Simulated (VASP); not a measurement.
Input:

```xyz
2
Lattice="2.8333 0.0000 0.0000 0.0000 2.8333 0.0000 0.0000 0.0000 2.8333" Properties=species:S:1:pos:R:3 pbc="T T T"
Al     1.4167     1.4167     1.4167
Ni     0.0000     0.0000     0.0000
```

Level of theory: PBE GGA with D4 dispersion, VASP's PBE PAW potentials (set 64) (plane waves; VASP). Settings: 520 eV cut-off, 13×13×13 Γ-centred mesh, first-order Methfessel-Paxton smearing of 0.10 eV, potentials Al Ni.

Q: Predict the energy per atom (σ→0), pressure, band gap (on the k-mesh) with the smallest direct gap where there is one.

A: 
| Quantity | Value |
|---|---|
| band gap (on the k-mesh) | none (metal, semimetal or under 0.01 eV) |
| energy per atom (σ→0) | -5.709 eV/atom |
| pressure | 52.0 kbar |

Only differences to runs with the same potentials and settings are physical.

The compound is NiAl in the CsCl type structure. This cell is one point of a volume scan, at 0.97 of the reference volume. The run is not spin-polarised, so no magnetic state was tried. The electron count is odd and the run is not spin-polarised, which forces a metal.
